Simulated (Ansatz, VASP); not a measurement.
# Cross-check of HgSb between VASP and Ansatz

Wanted: the spread between two codes on one cell, functional and k mesh. The cell is invented: As first built, before any earlier steps moved the atoms (in the runner's words): it takes the LaHg structure with some of its atoms replaced by other elements, volume scaled by an estimate. It may not be a known or stable phase. The cell is taken from a series of VASP runs on this material, whose earlier steps may have relaxed, scaled or displaced it; both programs get it as it stands.

Program: Ansatz 0.2.0. Level of theory: plane waves, with VASP 6.6.1 beside it; zone-centre phonons at PBEsol with D3(BJ). Results are calculated unless marked as measured.

## Step 1: The starting structure

The structure is cubic, space group Pm-3m (No. 221). Conventional cell: a = 3.605 Å, b = 3.605 Å, c = 3.605 Å, α = 90.00°, β = 90.00°, γ = 90.00°. Nearest to Hg lie 8 Sb at 3.12 Å. Sb has 8 Hg at 3.12 Å nearest. As first built, before any earlier steps moved the atoms (in the runner's words): sites of the LaHg structure (space group 221) filled with other elements, volume scaled by an estimate. Farther neighbours are not listed.

## Step 2: VASP: zone-centre phonons, PBEsol with D3(BJ)

Second derivatives magnify differences that forces hide, and they need a tight electronic threshold.

Lines of VASP's logs that name or quote its potential files are left out, and so is its time.

Input file INCAR:

```
SYSTEM = HgSb
PREC = Accurate
ENCUT = 400
EDIFF = 1E-08
NELM = 100
ISMEAR = -1
SIGMA = 0.05
LREAL = .FALSE.
ALGO = Normal
GGA = PS
IVDW = 12
NBANDS = 14
LORBIT = 11
LWAVE = .FALSE.
LCHARG = .FALSE.
IBRION = 6
NFREE = 2
POTIM = 0.015
ISIF = 2
NSW = 1
```

Input file POSCAR:

```
HgSb
1.0
    3.6045415904      0.0000000000      0.0000000000
    0.0000000000      3.6045415904      0.0000000000
    0.0000000000      0.0000000000      3.6045415904
Hg Sb
1 1
Direct
    0.5000000000      0.5000000000      0.5000000000
    0.0000000000      0.0000000000      0.0000000000
```

Input file KPOINTS:

```
Automatic mesh
0
Gamma
5 5 5
0 0 0
```

PAW data sets: Hg and Sb (PBE family, release 64).

On the command line:

```
$ mpirun -np 1 vasp_std
```

Numbers of over 12 decimals in the logs are rounded to 6 here.

The log of the run:

```text
[banner, memory and clock lines left out]
running    1 mpi-ranks, on    1 nodes
 distrk:  each k-point on    1 cores,    1 groups
 distr:  one band on    1 cores,    1 groups

 POSCAR found type information on POSCAR HgSb
 POSCAR found :  2 types and       2 ions
|                                                                             |
|               ----> ADVICE to this user running VASP <----                  |
|                                                                             |
|     You enforced a specific xc type in the INCAR file but a different       |
|     [... a line on the potential file left out ...]
|     I HOPE YOU KNOW WHAT YOU ARE DOING!                                     |
|                                                                             |

 LDA part: xc-table for (Slater+PW92), standard interpolation
 POSCAR, INCAR and KPOINTS ok, starting setup
 FFT: planning ... GRIDC
 FFT: planning ... GRID_SOFT
 FFT: planning ... GRID
 WAVECAR not read
 entering main loop
       N       E                     dE             d eps       ncg     rms          rms(c)
DAV:   1     0.856780208562E+02    0.85678E+02   -0.62355E+03   280   0.821E+02
DAV:   2    -0.256274625118E+01   -0.88241E+02   -0.82802E+02   328   0.230E+02
DAV:   3    -0.498349345245E+01   -0.24207E+01   -0.23942E+01   340   0.397E+01
DAV:   4    -0.499169994545E+01   -0.82065E-02   -0.82062E-02   298   0.257E+00
DAV:   5    -0.499177299255E+01   -0.73047E-04   -0.73047E-04   346   0.245E-01    0.521E+00
DAV:   6    -0.484379472073E+01    0.14798E+00   -0.38962E-01   304   0.850E+00    0.428E+00
DAV:   7    -0.483665878494E+01    0.71359E-02   -0.38090E-02   316   0.153E+00    0.218E+00
DAV:   8    -0.483406454267E+01    0.25942E-02   -0.36943E-03   286   0.765E-01    0.869E-02
DAV:   9    -0.483398643210E+01    0.78111E-04   -0.46661E-04   346   0.288E-01    0.149E-02
DAV:  10    -0.483399033511E+01   -0.39030E-05   -0.28863E-05   286   0.682E-02    0.102E-02
DAV:  11    -0.483399144123E+01   -0.11061E-05   -0.23798E-06   322   0.165E-02    0.127E-03
DAV:  12    -0.483399138270E+01    0.58532E-07   -0.80755E-08   322   0.227E-03    0.145E-03
DAV:  13    -0.483399134766E+01    0.35043E-07   -0.32440E-09   146   0.514E-04    0.789E-04
DAV:  14    -0.483399133149E+01    0.16170E-07   -0.43217E-09   140   0.785E-04    0.154E-04
DAV:  15    -0.483399132356E+01    0.79306E-08   -0.59087E-10   140   0.224E-04
   1 F= -.58366442E+01 E0= -.58298829E+01  d E =-.135226E-01
[...]
2 F= -.58364102E+01 E0= -.58296492E+01  d E =-.135221E-01
[...]
3 F= -.58364102E+01 E0= -.58296492E+01  d E =-.135221E-01
[...]
4 F= -.58364109E+01 E0= -.58296499E+01  d E =-.135221E-01
 Finite differences progress:
  Degree of freedom:   2/  2
  Displacement:        1/  2
  Total:               3/  4
 bond charge predicted
       N       E                     dE             d eps       ncg     rms          rms(c)
DAV:   1    -0.483341039617E+01    0.34614E-03   -0.14029E-01   534   0.215E+00    0.585E-02
DAV:   2    -0.483375762766E+01   -0.34723E-03   -0.37911E-03   558   0.353E-01    0.261E-02
DAV:   3    -0.483375653825E+01    0.10894E-05   -0.24621E-05   570   0.387E-02    0.102E-02
DAV:   4    -0.483375654855E+01   -0.10296E-07   -0.14158E-06   582   0.804E-03    0.179E-03
DAV:   5    -0.483375653667E+01    0.11881E-07   -0.13751E-07   570   0.253E-03    0.280E-04
DAV:   6    -0.483375653615E+01    0.52160E-09   -0.19587E-09   330   0.378E-04
   5 F= -.58364109E+01 E0= -.58296499E+01  d E =-.135221E-01
 Finite differences progress:
  Degree of freedom:   2/  2
  Displacement:        2/  2
  Total:               4/  4
```

OUTCAR, selected parts (step 2):

```text
ion  position               nearest neighbor table
   1  0.500  0.500  0.500-   2 3.12   2 3.12   2 3.12   2 3.12   2 3.12   2 3.12   2 3.12   2 3.12

  LATTYP: Found a simple cubic cell.
 ALAT       =     3.6045415904

 Subroutine GETGRP returns: Found 48 space group operations
 (whereof 48 operations were pure point group operations)

The static configuration has the point symmetry O_h .

 Found     10 irreducible k-points:

   k-points           NKPTS =     10   k-points in BZ     NKDIM =     10   number of bands    NBANDS=     14

   dimension x,y,z NGX =    24 NGY =   24 NGZ =   24
   dimension x,y,z NGXF=    48 NGYF=   48 NGZF=   48

   ENCUT  =  400.0 eV  29.40 Ry    5.42 a.u.   5.88  5.88  5.88*2*pi/ulx,y,z

   NELECT =      17.0000    total number of electrons

 k-points in reciprocal lattice and weights: Automatic mesh
   0.00000000  0.00000000  0.00000000       0.008
   0.20000000  0.00000000  0.00000000       0.048
   0.40000000  0.00000000  0.00000000       0.048
   0.20000000  0.20000000  0.00000000       0.096
   0.40000000  0.20000000  0.00000000       0.192
   0.40000000  0.40000000  0.00000000       0.096
   0.20000000  0.20000000  0.20000000       0.064
   0.40000000  0.20000000  0.20000000       0.192
   0.40000000  0.40000000  0.20000000       0.192
   0.40000000  0.40000000  0.40000000       0.064

 Edisp (eV)   -1.00265

 average (electrostatic) potential at core
       1 -36.8514       2 -86.4073

 E-fermi :   6.6621

 k-point     1 :       0.0000    0.0000    0.0000
  band No.  band energies     occupation
    ...
      6      -0.2795      2.00000
      7       5.7413      2.00000
      8       6.3100      1.99825
      9       6.3100      1.99825
     10       6.3109      1.99822
     11      12.2539      0.00000
     12      12.2551      0.00000
     13      18.0817      0.00000
     14      18.0827      0.00000

 k-point     2 :       0.2000    0.0000    0.0000
  band No.  band energies     occupation
    ...
      3      -0.8808      2.00000
      4      -0.4331      2.00000
      5      -0.4331      2.00000
      6      -0.2743      2.00000
      7       2.8487      2.00000
      8       6.9752      0.00381
      9       6.9752      0.00381
     10       8.0588      0.00000
     11      12.2880      0.00000
     12      14.2349      0.00000
    ...

 k-point     3 :       0.4000    0.0000    0.0000
  band No.  band energies     occupation
    ...
      3      -0.8873      2.00000
      4      -0.6559      2.00000
      5      -0.6559      2.00000
      6      -0.2657      2.00000
      7       0.7906      2.00000
      8       8.5083      0.00000
      9       8.5083      0.00000
     10       9.5015      0.00000
     11      11.8132      0.00000
     12      12.3536      0.00000
    ...

 Edisp (eV)   -1.00265

  Total      -0.00126     0.00022     0.00022     0.00000     0.00000     0.00000
  in kB      -0.04320     0.00765     0.00765     0.00000     0.00000     0.00000
  external pressure =       -0.01 kB  Pullay stress =        0.00 kB

  energy-cutoff  :      400.00
  volume of cell :       46.83
      direct lattice vectors                 reciprocal lattice vectors
     3.604541590  0.000000000  0.000000000     0.277427788  0.000000000  0.000000000
     0.000000000  3.604541590  0.000000000     0.000000000  0.277427788  0.000000000
     0.000000000  0.000000000  3.604541590     0.000000000  0.000000000  0.277427788

 POSITION                                       TOTAL-FORCE (eV/Angst)
 -----------------------------------------------------------------------------------
      1.80227      1.80227      1.80227        -0.031099      0.000000     -0.000000
     -0.01500      0.00000      0.00000         0.031099      0.000000      0.000000
 -----------------------------------------------------------------------------------
    total drift:                                0.000058     -0.000000      0.000001

  FREE ENERGIE OF THE ION-ELECTRON SYSTEM (eV)
  ---------------------------------------------------
  free  energy   TOTEN  =        -5.8364109364 eV

  energy  without entropy=       -5.8228888753  energy(sigma->0) =       -5.82964991

 Eigenvectors and eigenvalues of the dynamical matrix
 ----------------------------------------------------

   1 f  =    2.587545 THz    16.258025 2PiTHz   86.311211 cm-1    10.701221 meV
             X         Y         Z           dx          dy          dz
      1.802271  1.802271  1.802271     0.615165   -0.000000   -0.000000
      0.000000  0.000000  0.000000    -0.788399    0.000000    0.000000

   2 f  =    2.587545 THz    16.258025 2PiTHz   86.311211 cm-1    10.701221 meV
             X         Y         Z           dx          dy          dz
      1.802271  1.802271  1.802271    -0.000000   -0.000000   -0.615165
      0.000000  0.000000  0.000000     0.000000    0.000000    0.788399

   3 f  =    2.587545 THz    16.258025 2PiTHz   86.311211 cm-1    10.701221 meV
             X         Y         Z           dx          dy          dz
      1.802271  1.802271  1.802271    -0.000000    0.615165   -0.000000
      0.000000  0.000000  0.000000    -0.000000   -0.788399    0.000000

   4 f/i=    0.001923 THz     0.012081 2PiTHz    0.064138 cm-1     0.007952 meV
             X         Y         Z           dx          dy          dz
      1.802271  1.802271  1.802271    -0.745641   -0.256110    0.000000
      0.000000  0.000000  0.000000    -0.581802   -0.199835    0.000000

   5 f/i=    0.001923 THz     0.012081 2PiTHz    0.064138 cm-1     0.007952 meV
             X         Y         Z           dx          dy          dz
      1.802271  1.802271  1.802271    -0.000000   -0.000000   -0.788399
      0.000000  0.000000  0.000000     0.000000    0.000000   -0.615165

   6 f/i=    0.001923 THz     0.012081 2PiTHz    0.064138 cm-1     0.007952 meV
             X         Y         Z           dx          dy          dz
      1.802271  1.802271  1.802271     0.256110   -0.745641    0.000000
      0.000000  0.000000  0.000000     0.199835   -0.581802    0.000000

 ELASTIC MODULI CONTR FROM IONIC RELAXATION (kBar)
 Direction    XX          YY          ZZ          XY          YZ          ZX
 --------------------------------------------------------------------------------
 XX           0.0000      0.0000      0.0000      0.0000      0.0000      0.0000
 YY           0.0000      0.0000      0.0000      0.0000      0.0000      0.0000
 ZZ           0.0000      0.0000      0.0000      0.0000      0.0000      0.0000
 XY           0.0000      0.0000      0.0000      0.0000      0.0000      0.0000
 YZ           0.0000      0.0000      0.0000      0.0000      0.0000      0.0000
 ZX           0.0000      0.0000      0.0000      0.0000      0.0000      0.0000
 --------------------------------------------------------------------------------

 total charge
# of ion       s       p       d       tot
------------------------------------------
    1        0.894   0.340   9.299  10.533
    2        1.264   1.027   0.040   2.331
--------------------------------------------------
tot          2.158   1.367   9.339  12.864

[... 3 further parts left out ...]
```

CONTCAR:

```
HgSb
   1.00000000000000
     3.6045415904000002    0.0000000000000000    0.0000000000000000
     0.0000000000000000    3.6045415904000002    0.0000000000000000
     0.0000000000000000    0.0000000000000000    3.6045415904000002
  Hg              Sb
     1     1
Direct
     0.5000000000000000    0.5000000000000000    0.5000000000000000
    -0.0041614168192565    0.0000000000000000    0.0000000000000000
```

The last energy, forces, stress and levels in OUTCAR belong to the last displaced cell, not to the cell of POSCAR.

(Continued in part 2 of 2.)

[Lines on the potential files, build, host, timing and source positions are cut from VASP's logs without a mark.]

[Logs are printed without paths, hosts, clocks, repeated set-up lines and the standing remarks that a program may print on its own settings, such as how far it seeks lower states.]

[Hosts, paths, dates, database ids (printed as entryN), source tags and the programs' standing remarks are cut or masked in the printed files.]
